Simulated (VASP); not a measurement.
VASP input:

INCAR:
```
# general
SYSTEM    =  SrVO3
PREC      =  Accurate
ENCUT     =  520
LREAL     =  .False.   # projection in real space or not
LASPH     =  .True.   # aspherical one-centre terms

# electronic loop
EDIFF     =  1E-7
NELM      =  100
ALGO      =  Normal
LMAXMIX   =  4   # l cut-off of mixed one-centre charges

# smearing
ISMEAR    =  1   # Methfessel-Paxton
SIGMA     =  0.1   # width (eV)

# functional
GGA       =  MK
LUSE_VDW  =  .True.
AGGAC     =  0.0
PARAM1    =  0.1234
PARAM2    =  1.0

# ions
ISIF      =  2

# output
LWAVE     =  .False.
LCHARG    =  .False.
```

KPOINTS:
```
Regular mesh
0
gamma
  8 8 8
0 0 0
```

File POSCAR:
```
SrVO3
1
    3.8353980226     0.0000000000     0.0000000000
    0.0000000000     3.8353980226     0.0000000000
    0.0000000000     0.0000000000     3.8353980226
Sr V O
1 1 3
Direct
  0.0000000000   0.0000000000   0.0000000000
  0.5000000000   0.5000000000   0.5000000000
  0.5000000000   0.0000000000   0.5000000000
  0.0000000000   0.5000000000   0.5000000000
  0.5000000000   0.5000000000   0.0000000000
```

POTCAR, in this order: Sr_sv V_sv O (PBE.64 set). Program: vasp_std.

### Question
Write an equivalent input for Quantum ESPRESSO's pw.x.

### Answer
One equivalent input (not run):
```
&CONTROL
  calculation = 'scf'
  pseudo_dir = './pseudo'
  outdir = './out'
  tprnfor = .true.
  tstress = .true.
/
&SYSTEM
  ibrav = 0
  nat = 5
  ntyp = 3
  ecutwfc = 84
  occupations = 'smearing'
  smearing = 'methfessel-paxton'
  degauss = 0.00735
  input_dft = 'vdw-df-ob86'
/
&ELECTRONS
  conv_thr = 7.3e-09
  electron_maxstep = 100
/
ATOMIC_SPECIES
  Sr 87.620 Sr.upf
  V 50.941 V.upf
  O 15.999 O.upf
CELL_PARAMETERS angstrom
     3.8353980    0.0000000    0.0000000
     0.0000000    3.8353980    0.0000000
     0.0000000    0.0000000    3.8353980
ATOMIC_POSITIONS crystal
  Sr   0.0000000  0.0000000  0.0000000
  V    0.5000000  0.5000000  0.5000000
  O    0.5000000  0.0000000  0.5000000
  O    0.0000000  0.5000000  0.5000000
  O    0.5000000  0.5000000  0.0000000
K_POINTS automatic
  8 8 8 0 0 0
```
Limits of the translation: the potentials are each code's own (VASP's PAW set, PseudoDojo norm-conserving files in pw.x), so ENCUT and ecutwfc are chosen apart and not converted; conv_thr bounds pw.x's estimated SCF error, while EDIFF bounds the energy change between steps.

The compound is SrVO3 in the cubic perovskite structure. It was relaxed first.
